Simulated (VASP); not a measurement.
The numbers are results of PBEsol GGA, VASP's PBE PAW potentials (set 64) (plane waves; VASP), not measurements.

The input files of a VASP run:

**INCAR**
```
SYSTEM = Ba
PREC = Accurate
ENCUT = 480
EDIFF = 1E-6
NELM = 100
ALGO = Normal
LREAL = .FALSE.
LASPH = .TRUE.
ISMEAR = 1
SIGMA = 0.1
GGA = PS
LMAXMIX = 4
LWAVE = .FALSE.
LCHARG = .FALSE.
IBRION = 2
ISIF = 3
NSW = 60
EDIFFG = -0.01
```

**KPOINTS**
```
kpoints
0
gamma
  10 10 10
```

File POSCAR:
```
Ba
1.0
 -2.4479786679   2.4479786679   2.4479786679
  2.4479786679  -2.4479786679   2.4479786679
  2.4479786679   2.4479786679  -2.4479786679
Ba
1
direct
  0.0000000000   0.0000000000   0.0000000000
```

POTCAR, in this order: Ba_sv (PBE.64 set). Program: vasp_std.

Output of the run:

**OSZICAR**
```
       N       E                     dE             d eps       ncg     rms          rms(c)
DAV:   1     0.535768601218E+02    0.53577E+02   -0.41517E+03   846   0.863E+02
DAV:   2     0.211925959787E+00   -0.53365E+02   -0.52816E+02   988   0.146E+02
DAV:   3    -0.208252172522E+01   -0.22944E+01   -0.22903E+01  1025   0.348E+01
DAV:   4    -0.214931763962E+01   -0.66796E-01   -0.66582E-01  1329   0.533E+00
DAV:   5    -0.215006452655E+01   -0.74689E-03   -0.74681E-03  1177   0.398E-01    0.175E+00
DAV:   6    -0.214803951568E+01    0.20250E-02   -0.31726E-03  1141   0.642E-01    0.103E+00
DAV:   7    -0.214694817918E+01    0.10913E-02   -0.63291E-03  1055   0.889E-01    0.436E-02
DAV:   8    -0.214705282277E+01   -0.10464E-03   -0.27667E-04  1311   0.116E-01    0.125E-02
DAV:   9    -0.214705550726E+01   -0.26845E-05   -0.47171E-06  1141   0.202E-02    0.433E-03
DAV:  10    -0.214705545076E+01    0.56502E-07   -0.26186E-07   675   0.424E-03
   1 F= -.21470555E+01 E0= -.21467719E+01  d E =-.214706E+01
```

OUTCAR:
```
------------------------ aborting loop because EDIFF is reached ----------------------------------------
  FORCE on cell =-STRESS in cart. coord.  units (eV):
  Direction    XX          YY          ZZ          XY          YZ          ZX
  --------------------------------------------------------------------------------------
  Total        0.0007716      0.0007716      0.0007716      0.0000000      0.0000000      0.0000000
  in kB        0.0210684      0.0210684      0.0210684      0.0000000      0.0000000      0.0000000
  external PRESSURE =       0.0210684 kB  Pullay stress =       0.0000000 kB
  volume of cell :       58.68
      direct lattice vectors                 reciprocal lattice vectors
    -2.447978668  2.447978668  2.447978668     0.000000000  0.204250146  0.204250146
     2.447978668 -2.447978668  2.447978668     0.204250146  0.000000000  0.204250146
     2.447978668  2.447978668 -2.447978668     0.204250146  0.204250146  0.000000000
 POSITION                                       TOTAL-FORCE (eV/Angst)
 -----------------------------------------------------------------------------------
      0.00000      0.00000      0.00000        -0.000000     -0.000000     -0.000000
 -----------------------------------------------------------------------------------
    total drift:                                0.000000     -0.000000      0.000000
  FREE ENERGIE OF THE ION-ELECTRON SYSTEM (eV)
  ---------------------------------------------------
  free  energy   TOTEN  =        -2.1470554508 eV

  energy  without entropy=       -2.1462047633  energy(sigma->0) =       -2.14677189

 reached required accuracy - stopping structural energy minimisation
```
(Selected blocks of OUTCAR.)

The compound is Ba in the bcc structure. It was relaxed first, which changed the volume by -7 %. The start is the result of an earlier pass.
